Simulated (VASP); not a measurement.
```xyz
3
Lattice="1.9775 -3.4252 0.0000 1.9775 3.4252 0.0000 0.0000 0.0000 7.0134" Properties=species:S:1:pos:R:3 pbc="T T T"
Sn     0.0000     0.0000     0.0000
Se     1.9775     1.1417     1.6252
Se     1.9775    -1.1417     5.3882
```

Computed with PBE GGA, VASP's PBE PAW potentials (set 64) (plane waves; VASP). Run with 520 eV cut-off, 7×7×4 Γ-centred mesh, Gaussian smearing of 0.050 eV, potentials Sn_d Se.

Without a dispersion term in the relaxation, distances and binding between the weakly bound layers, chains or molecules are unreliable, and so is what depends on them.

Q: The ions and cell shape at fixed volume are relaxed. Give the cell that the relaxation ends in.

A: 
```xyz
3
Lattice="1.9377 -3.3561 0.0000 1.9377 3.3561 0.0000 0.0000 0.0000 7.3050" Properties=species:S:1:pos:R:3 pbc="T T T"
Sn     3.8753     0.0000     0.0000
Se     1.9377     1.1187     1.5950
Se     1.9377    -1.1187     5.7100
```
Space group P-3m1 (164), at a tolerance of 0.03 Å.

Q: How much energy does the relaxation gain?

A: The energy (σ→0) changes by -16.3 meV/atom, in 7 ionic steps.

The compound is SnSe2 in the 1T layered structure. This cell is one point of a volume scan, at 1.06 of the reference volume. Symmetry was kept, so distortions that lower it aren't found.
